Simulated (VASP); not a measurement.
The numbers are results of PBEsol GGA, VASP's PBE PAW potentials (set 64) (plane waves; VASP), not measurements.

VASP input:

**INCAR**
```
ALGO=Normal
EDIFF=1E-6
ENCUT=300
GGA=PS
ISIF=2
ISMEAR=-1
LASPH=.True.
LCHARG=.False.
LMAXMIX=6
LREAL=.False.
LWAVE=.False.
NELM=100
PREC=Accurate
SIGMA=0.1
SYSTEM=WSi2
```

### POSCAR
```
WSi2
1
   -1.6181610000     1.6181610000     3.9471030000
    1.6181610000    -1.6181610000     3.9471030000
    1.6181610000     1.6181610000    -3.9471030000
Si W
2 1
Direct
  0.6650000000   0.6650000000   0.0000000000
  0.3350000000   0.3350000000   0.0000000000
  0.0000000000   0.0000000000   0.0000000000
```

File KPOINTS:
```
Automatic mesh
0
Gamma
6 6 8
0 0 0
```

POTCAR, in this order: Si W_sv (PBE.64 set). Program: vasp_std.

Output of the run:

OSZICAR:
```
       N       E                     dE             d eps       ncg     rms          rms(c)
DAV:   1     0.860873197803E+02    0.86087E+02   -0.81776E+03  2454   0.100E+03
DAV:   2    -0.249063158310E+02   -0.11099E+03   -0.10958E+03  2899   0.276E+02
DAV:   3    -0.274993108564E+02   -0.25930E+01   -0.25587E+01  3249   0.401E+01
DAV:   4    -0.275166467163E+02   -0.17336E-01   -0.17327E-01  2850   0.369E+00
DAV:   5    -0.275168520426E+02   -0.20533E-03   -0.20531E-03  3228   0.379E-01    0.249E+01
DAV:   6    -0.267352547310E+02    0.78160E+00   -0.46476E+00  2941   0.158E+01    0.844E+00
DAV:   7    -0.266365141079E+02    0.98741E-01   -0.35230E-01  2731   0.339E+00    0.458E+00
DAV:   8    -0.266086711410E+02    0.27843E-01   -0.57772E-02  3060   0.203E+00    0.295E-01
DAV:   9    -0.266081145281E+02    0.55661E-03   -0.14201E-03  2941   0.295E-01    0.173E-01
DAV:  10    -0.266079733523E+02    0.14118E-03   -0.34359E-04  2913   0.183E-01    0.386E-02
DAV:  11    -0.266079665283E+02    0.68240E-05   -0.37533E-05  3081   0.485E-02    0.154E-02
DAV:  12    -0.266079664390E+02    0.89324E-07   -0.14271E-06  2014   0.830E-03
   1 F= -.26607966E+02 E0= -.26602783E+02  d E =-.103664E-01
```

OUTCAR:
```
------------------------ aborting loop because EDIFF is reached ----------------------------------------
  FORCE on cell =-STRESS in cart. coord.  units (eV):
  Direction    XX          YY          ZZ          XY          YZ          ZX
  --------------------------------------------------------------------------------------
  Total       -1.7244913     -1.7244913     -1.9099611      0.0000000     -0.0000000     -0.0000000
  in kB      -66.8328017    -66.8328017    -74.0207022      0.0000000     -0.0000000     -0.0000000
  external PRESSURE =     -69.2287685 kB  Pullay stress =       0.0000000 kB
  volume of cell :       41.34
      direct lattice vectors                 reciprocal lattice vectors
    -1.618161000  1.618161000  3.947103000     0.000000000  0.308992739  0.126675184
     1.618161000 -1.618161000  3.947103000     0.308992739  0.000000000  0.126675184
     1.618161000  1.618161000 -3.947103000     0.308992739  0.308992739  0.000000000
 POSITION                                       TOTAL-FORCE (eV/Angst)
 -----------------------------------------------------------------------------------
      0.00000      0.00000      5.24965        -0.000000     -0.000000     -0.001234
      0.00000      0.00000      2.64456         0.000000      0.000000      0.001234
      0.00000      0.00000      0.00000         0.000000      0.000000      0.000000
 -----------------------------------------------------------------------------------
    total drift:                               -0.000000      0.000000     -0.000000
  FREE ENERGIE OF THE ION-ELECTRON SYSTEM (eV)
  ---------------------------------------------------
  free  energy   TOTEN  =       -26.6079664390 eV

  energy  without entropy=      -26.5975999892  energy(sigma->0) =      -26.60278321
```
(Selected blocks of OUTCAR.)

At this cut-off the stress carries a Pulay error, which pulls relaxed volumes low.

The structure is a typed WSi2 crystal (I4/mmm). The cell was not relaxed at this level. The k-mesh is coarse (spacing up to 0.35 per Å, 2π included), so the numbers may not be converged in it. The run is one of a series of settings (GGA = PS, POTCAR Si W_sv (PBE.64 set) against the base run), some of them coarse on purpose.
